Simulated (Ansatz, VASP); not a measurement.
Two plane-wave programs on Lu3Si

```
Lu Si
1.0
    -2.20910    2.20910    4.99056
     2.20910   -2.20910    4.99056
     2.20910    2.20910   -4.99056
Lu Si
3 1
Direct
  0.50000 0.50000 0.00000
  0.25000 0.75000 0.50000
  0.75000 0.25000 0.50000
  0.00000 0.00000 0.00000
```

Change from the starting cell: volume scaled by 1.02.

Alike in both runs: task single point; functional PBE; k mesh 9 × 9 × 9; occupations fermi-dirac, width 0.05 eV; no spin polarisation.

|  | VASP | Ansatz |
| --- | --- | --- |
| version | VASP 6.6.1 | Ansatz 0.2.0 |
| potentials or method | VASP PAW PBE potentials, release 64 (Lu, Si) | Ansatz PAW |
| plane-wave cutoff (eV) | 520 | 420 |
| valence electrons in the cell | 79 | 79 |

```tsv
	VASP	Ansatz	Ansatz less VASP
gap on the k mesh at the Fermi level (eV)	none	none	-
pressure (GPa)	-1.6	-1.8	-0.18
largest component of the traceless stress (GPa)	0.27	0.29	+0.016
```

A gap of «none» marks a metal or a gap that the smearing closes.

Spin-orbit coupling is left out, which matters for the levels of Lu.
